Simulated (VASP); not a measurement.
Output of a VASP run:

**OUTCAR**
```
 ion  position               nearest neighbor table
   1  0.000  0.000  0.000-   2 2.29   3 2.29   3 2.29   2 2.29   3 2.29   2 2.29
   2  0.333  0.667  0.304-   1 2.29   1 2.29   1 2.29   3 2.48   3 2.48   3 2.48
   3  0.667  0.333  0.696-   1 2.29   1 2.29   1 2.29   2 2.48   2 2.48   2 2.48
  LATTYP: Found a hexagonal cell.
 ALAT       =     3.3940793027
 C/A-ratio  =     1.1393993510
 Subroutine PRICEL returns:
 Original cell was already a primitive cell.
 Subroutine GETGRP returns: Found 12 space group operations
The static configuration has the point symmetry D_3d.
The dynamic configuration has the point symmetry D_3d.
 Subroutine INISYM returns: Found 12 space group operations
 Subroutine IBZKPT returns following result:
 Found     94 irreducible k-points:

 Following reciprocal coordinates:
            Coordinates               Weight
  0.000000  0.000000  0.000000      1.000000
  0.100000 -0.000000  0.000000      6.000000
  0.200000 -0.000000  0.000000      6.000000
  0.300000 -0.000000  0.000000      6.000000
  0.400000 -0.000000  0.000000      6.000000
  0.500000 -0.000000  0.000000      3.000000
  0.100000  0.100000  0.000000      6.000000
  0.200000  0.100000  0.000000     12.000000
  0.300000  0.100000  0.000000     12.000000
  0.400000  0.100000  0.000000     12.000000
  0.200000  0.200000  0.000000      6.000000
  0.300000  0.200000  0.000000     12.000000
  0.400000  0.200000  0.000000      6.000000
  0.300000  0.300000  0.000000      6.000000
  0.000000  0.000000  0.125000      2.000000
  0.100000 -0.000000  0.125000      6.000000
 -0.000000  0.100000  0.125000      6.000000
  0.200000 -0.000000  0.125000      6.000000
 -0.000000  0.200000  0.125000      6.000000
  0.300000 -0.000000  0.125000      6.000000
 -0.000000  0.300000  0.125000      6.000000
  0.400000 -0.000000  0.125000      6.000000
 -0.000000  0.400000  0.125000      6.000000
  0.500000 -0.000000  0.125000      6.000000
  0.100000  0.100000  0.125000     12.000000
  0.200000  0.100000  0.125000     12.000000
 -0.100000  0.300000  0.125000     12.000000
  0.300000  0.100000  0.125000     12.000000
 -0.100000  0.400000  0.125000     12.000000
  0.400000  0.100000  0.125000     12.000000
 -0.100000  0.500000  0.125000     12.000000
  0.200000  0.200000  0.125000     12.000000
  0.300000  0.200000  0.125000     12.000000
 -0.200000  0.500000  0.125000     12.000000
  0.400000  0.200000  0.125000     12.000000
  0.300000  0.300000  0.125000     12.000000
  0.000000  0.000000  0.250000      2.000000
  0.100000 -0.000000  0.250000      6.000000
 -0.000000  0.100000  0.250000      6.000000
  0.200000 -0.000000  0.250000      6.000000
   k-points           NKPTS =     94   k-points in BZ     NKDIM =     94   number of bands    NBANDS=     15
   number of dos      NEDOS =    301   number of ions     NIONS =      3
   total plane-waves  NPLWV =  21952
   dimension x,y,z NGX =    28 NGY =   28 NGZ =   28
   dimension x,y,z NGXF=    56 NGYF=   56 NGZF=   56
   ions per type =               1   2
   PREC   = accura    normal or accurate (medium, high low for compatibility)
   ISTART =      0    job   : 0-new  1-cont  2-samecut
   ICHARG =      2    charge: 1-file 2-atom 10-const
   ISPIN  =      1    spin polarized calculation?
   LNONCOLLINEAR =      F non collinear calculations
   LSORBIT =      F    spin-orbit coupling
   INIWAV =      1    electr: 0-lowe 1-rand  2-diag
   ENCUT  =  500.0 eV  36.75 Ry    6.06 a.u.   6.19  6.19  7.05*2*pi/ulx,y,z
   NELM   =    100;   NELMIN=  2; NELMDL= -5     # of ELM steps
   EDIFF  = 0.1E-05   stopping-criterion for ELM
   LREAL  =      F    real-space projection
   NLSPLINE    = F    spline interpolate recip. space projectors
   LMAXMIX     =    6 max onsite mixed and CHGCAR
   VOSKOWN=      0    Vosko Wilk Nusair interpolation
   EDIFFG = -.2E-01   stopping-criterion for IOM
   NSW    =     40    number of steps for IOM
...
```

File OSZICAR:
```
       N       E                     dE             d eps       ncg     rms          rms(c)
DAV:   1     0.117301506595E+03    0.11730E+03   -0.11080E+04  2884   0.133E+03
DAV:   2    -0.122634066639E+02   -0.12956E+03   -0.12698E+03  3506   0.263E+02
DAV:   3    -0.168175446279E+02   -0.45541E+01   -0.45242E+01  3618   0.519E+01
DAV:   4    -0.168529806266E+02   -0.35436E-01   -0.35425E-01  3597   0.523E+00
DAV:   5    -0.168533648714E+02   -0.38424E-03   -0.38421E-03  3688   0.508E-01    0.285E+01
DAV:   6    -0.159201093741E+02    0.93326E+00   -0.60857E+00  3184   0.244E+01    0.169E+01
DAV:   7    -0.157965280976E+02    0.12358E+00   -0.10434E+00  3051   0.110E+01    0.745E+00
DAV:   8    -0.157551509978E+02    0.41377E-01   -0.65281E-02  3541   0.275E+00    0.119E+00
DAV:   9    -0.157530191065E+02    0.21319E-02   -0.10971E-02  3478   0.996E-01    0.142E-01
DAV:  10    -0.157530063840E+02    0.12723E-04   -0.92060E-04  3647   0.276E-01    0.162E-01
DAV:  11    -0.157530235613E+02   -0.17177E-04   -0.62967E-05  3667   0.803E-02    0.516E-02
DAV:  12    -0.157530127893E+02    0.10772E-04   -0.72573E-05  3436   0.872E-02    0.145E-02
DAV:  13    -0.157530124337E+02    0.35567E-06   -0.41812E-06  3105   0.197E-02
   1 F= -.49168767E+01 E0= -.49168740E+01  d E =-.491688E+01
```

File OUTCAR:
```
------------------------ aborting loop because EDIFF is reached ----------------------------------------
  FORCE on cell =-STRESS in cart. coord.  units (eV):
  Direction    XX          YY          ZZ          XY          YZ          ZX
  --------------------------------------------------------------------------------------
  Total       10.8464164     10.8464214     10.8425387      0.0000000      0.0000000      0.0000000
  in kB      450.4269305    450.4271378    450.2659007      0.0000000      0.0000000      0.0000000
  external PRESSURE =       0.3733230 kB  Pullay stress =     450.0000000 kB
  volume of cell :       38.58
      direct lattice vectors                 reciprocal lattice vectors
     1.697039358 -2.939359068  0.000000000     0.294630762 -0.170105111  0.000000000
     1.697039358  2.939359068  0.000000000     0.294630762  0.170105111  0.000000000
     0.000000000  0.000000000  3.867211755     0.000000000  0.000000000  0.258584237
 POSITION                                       TOTAL-FORCE (eV/Angst)
 -----------------------------------------------------------------------------------
      0.00000      0.00000      0.00000        -0.000000     -0.000000     -0.000000
      1.69704      0.97979      1.17692        -0.000000      0.000000      0.002580
      1.69704     -0.97979      2.69029         0.000000     -0.000000     -0.002580
 -----------------------------------------------------------------------------------
    total drift:                               -0.000000     -0.000000      0.000000
  FREE ENERGIE OF THE ION-ELECTRON SYSTEM (eV)
  ---------------------------------------------------
  free  energy   TOTEN  =       -15.7530124337 eV

  energy  without entropy=      -15.7530042773  energy(sigma->0) =      -15.75300971
  enthalpy is  TOTEN    =        -4.9168766840 eV   P V=       10.8361357497

 reached required accuracy - stopping structural energy minimisation
```
(Selected blocks of OUTCAR.)

**POSCAR**
```
PtS2
1
    1.6970393584    -2.9393590677    -0.0000000000
    1.6970393584     2.9393590677     0.0000000000
    0.0000000000     0.0000000000     3.8672117547
Pt S
1 2
Direct
  1.0000000000   0.0000000000   0.0000000000
  0.3333330000   0.6666670000   0.3043332346
  0.6666670000   0.3333330000   0.6956667654
```

### Question
Reconstruct the remaining input files.

### Answer
Several could match; the one computed here: the input of the run itself, PBEsol GGA, plane waves, VASP's PBE PAW potentials (set 64).

INCAR:
```
SYSTEM = PtS2
PREC = Accurate
ENCUT = 500
EDIFF = 1E-6
NELM = 100
ALGO = Normal
LREAL = .FALSE.
LASPH = .TRUE.
ISMEAR = 1
SIGMA = 0.1
GGA = PS
LMAXMIX = 6
LWAVE = .FALSE.
LCHARG = .FALSE.
IBRION = 2
ISIF = 3
NSW = 40
EDIFFG = -0.02
PSTRESS = 450
```

### KPOINTS
```
Automatic mesh
0
Gamma
10 10 8
0 0 0
```

POTCAR, in this order: Pt S (PBE.64 set). Program: vasp_std.

Without a dispersion term in the relaxation, distances and binding between the weakly bound layers, chains or molecules are unreliable, and so is what depends on them.

The compound is PtS2 in the 1T layered structure. It was relaxed first under an external pressure of 45 GPa.
